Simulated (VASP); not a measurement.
VASP ran on this input.

File POSCAR:
```
CeO2
1.0
  0.0000000000   2.7184176097   2.7184176097
  2.7184176097   0.0000000000   2.7184176097
  2.7184176097   2.7184176097   0.0000000000
Ce O
1 2
direct
  0.0000000000   0.0000000000   0.0000000000
  0.2500000000   0.2500000000   0.2500000000
  0.7500000000   0.7500000000   0.7500000000
```

**KPOINTS**
```
Automatic mesh
0
gamma
6 6 6
0 0 0
```

**INCAR**
```
ALGO = Normal
EDIFF = 1E-6
EDIFFG = -0.02
ENCUT = 520
GGA = PE
IBRION = 2
ISIF = 3
ISMEAR = 0
IVDW = 13
LASPH = .True.
LCHARG = .False.
LMAXMIX = 6
LREAL = .False.
LWAVE = .False.
NELM = 100
NSW = 60
PREC = Accurate
SIGMA = 0.05
SYSTEM = CeO2
```

POTCAR, in this order: Ce O (PBE.64 set). Program: vasp_std.

Problem. Write an equivalent input for Ansatz.

Solution. One equivalent input (not run):
Ansatz 0.2 input:
```yaml
crystal:
  lattice:
    - [0.0000000, 2.7184176, 2.7184176]
    - [2.7184176, 0.0000000, 2.7184176]
    - [2.7184176, 2.7184176, 0.0000000]
  atoms:
    - { symbol: Ce, position: [0.0000000, 0.0000000, 0.0000000] }
    - { symbol: O, position: [0.2500000, 0.2500000, 0.2500000] }
    - { symbol: O, position: [0.7500000, 0.7500000, 0.7500000] }
kpoints:
  mp_grid: { grid: [6, 6, 6] }
hamiltonian:
  xc: pbe
  dispersion: d4
  pseudopotentials: { kind: paw }
scf:
  occupations: { method: gaussian, width: 0.05 }
  max_iter: 100
relax:
  max_steps: 60
  f_tol: 0.02
  cell: {}
output: { forces: true, stress: true, eigenvalues: true }
```
The two are equivalent in intent, not identical: each code has its own PAW files, so the cut-off isn't converted (ENCUT is set for VASP's; basis.ecutwfc is left out, and Ansatz then takes the one that its files recommend); Ansatz stops its SCF on the density residual and VASP on the energy change (EDIFF).

The compound is CeO2 in the fluorite structure. This run relaxes it. Symmetry was kept, so distortions that lower it aren't found. The start is the result of an earlier pass.
